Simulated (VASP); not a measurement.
```
CELL_PARAMETERS angstrom
      0.00000     2.26000     2.26000
      2.26000     0.00000     2.26000
      2.26000     2.26000     0.00000
ATOMIC_POSITIONS crystal
  Ga 0.00000 0.00000 0.00000
  N  0.25000 0.25000 0.25000
```

Computed with G0W0 on PBE orbitals, VASP's PBE PAW potentials (set 64) (plane waves; VASP 6.6.1). Numerical set-up: PREC = Normal, 500 eV cut-off, 6×6×6 Γ-centred mesh, Gaussian smearing of 0.010 eV, potentials Ga_d_GW N_GW_new.

The mesh is coarse and the basis finite, so the quasiparticle values are not converged.

NBANDS = 128, ENCUTGW = 180 eV, NOMEGA = 64. The PBE levels (eV) that the step starts from are:

```json
[
 {"state": "k1 (0.00, 0.00, 0.00), band 6", "KS energy": "-7.53", "filling": "2"},
 {"state": "k1 (0.00, 0.00, 0.00), band 7", "KS energy": "5.64", "filling": "2"},
 {"state": "k1 (0.00, 0.00, 0.00), band 8", "KS energy": "5.64", "filling": "2"},
 {"state": "k1 (0.00, 0.00, 0.00), band 9", "KS energy": "5.64", "filling": "2"},
 {"state": "k1 (0.00, 0.00, 0.00), band 10", "KS energy": "7.31", "filling": "0"},
 {"state": "k1 (0.00, 0.00, 0.00), band 11", "KS energy": "15.88", "filling": "0"},
 {"state": "k1 (0.00, 0.00, 0.00), band 12", "KS energy": "15.88", "filling": "0"},
 {"state": "k1 (0.00, 0.00, 0.00), band 13", "KS energy": "15.88", "filling": "0"},
 {"state": "k9 (-0.17, 0.17, 0.00), band 6", "KS energy": "-7.34", "filling": "2"},
 {"state": "k9 (-0.17, 0.17, 0.00), band 7", "KS energy": "1.93", "filling": "2"},
 {"state": "k9 (-0.17, 0.17, 0.00), band 8", "KS energy": "3.92", "filling": "2"},
 {"state": "k9 (-0.17, 0.17, 0.00), band 9", "KS energy": "5.24", "filling": "2"},
 {"state": "k9 (-0.17, 0.17, 0.00), band 10", "KS energy": "10.37", "filling": "0"},
 {"state": "k9 (-0.17, 0.17, 0.00), band 11", "KS energy": "14.25", "filling": "0"},
 {"state": "k9 (-0.17, 0.17, 0.00), band 12", "KS energy": "15.50", "filling": "0"},
 {"state": "k9 (-0.17, 0.17, 0.00), band 13", "KS energy": "16.61", "filling": "0"},
 {"state": "k14 (0.50, 0.33, 0.17), band 6", "KS energy": "-6.39", "filling": "2"},
 {"state": "k14 (0.50, 0.33, 0.17), band 7", "KS energy": "0.35", "filling": "2"},
 {"state": "k14 (0.50, 0.33, 0.17), band 8", "KS energy": "2.54", "filling": "2"},
 {"state": "k14 (0.50, 0.33, 0.17), band 9", "KS energy": "3.80", "filling": "2"},
 {"state": "k14 (0.50, 0.33, 0.17), band 10", "KS energy": "11.56", "filling": "0"},
 {"state": "k14 (0.50, 0.33, 0.17), band 11", "KS energy": "13.20", "filling": "0"},
 {"state": "k14 (0.50, 0.33, 0.17), band 12", "KS energy": "15.10", "filling": "0"},
 {"state": "k14 (0.50, 0.33, 0.17), band 13", "KS energy": "17.83", "filling": "0"}
]
```

Task: Give the quasiparticle energies and renormalisation factors Z.

Result: 
```csv
state,QP energy (eV),Z
"k1 (0.00, 0.00, 0.00), band 6",-10.43,0.73
"k1 (0.00, 0.00, 0.00), band 7",4.96,0.76
"k1 (0.00, 0.00, 0.00), band 8",4.96,0.76
"k1 (0.00, 0.00, 0.00), band 9",4.96,0.76
"k1 (0.00, 0.00, 0.00), band 10",7.81,0.79
"k1 (0.00, 0.00, 0.00), band 11",16.49,0.79
"k1 (0.00, 0.00, 0.00), band 12",16.49,0.79
"k1 (0.00, 0.00, 0.00), band 13",16.49,0.79
"k9 (-0.17, 0.17, 0.00), band 6",-9.89,0.72
"k9 (-0.17, 0.17, 0.00), band 7",1.01,0.74
"k9 (-0.17, 0.17, 0.00), band 8",3.09,0.75
"k9 (-0.17, 0.17, 0.00), band 9",4.53,0.76
"k9 (-0.17, 0.17, 0.00), band 10",11.05,0.77
"k9 (-0.17, 0.17, 0.00), band 11",14.94,0.78
"k9 (-0.17, 0.17, 0.00), band 12",16.00,0.78
"k9 (-0.17, 0.17, 0.00), band 13",17.24,0.78
"k14 (0.50, 0.33, 0.17), band 6",-8.48,0.72
"k14 (0.50, 0.33, 0.17), band 7",-0.60,0.73
"k14 (0.50, 0.33, 0.17), band 8",1.61,0.74
"k14 (0.50, 0.33, 0.17), band 9",2.96,0.75
"k14 (0.50, 0.33, 0.17), band 10",12.07,0.78
"k14 (0.50, 0.33, 0.17), band 11",14.11,0.77
"k14 (0.50, 0.33, 0.17), band 12",15.55,0.78
"k14 (0.50, 0.33, 0.17), band 13",18.47,0.75
```
On the mesh the gap opens from 1.67 to 2.84 eV.

The compound is GaN in the zinc blende structure, a metastable form; wurtzite is the usual one. The cell was not relaxed at this level.
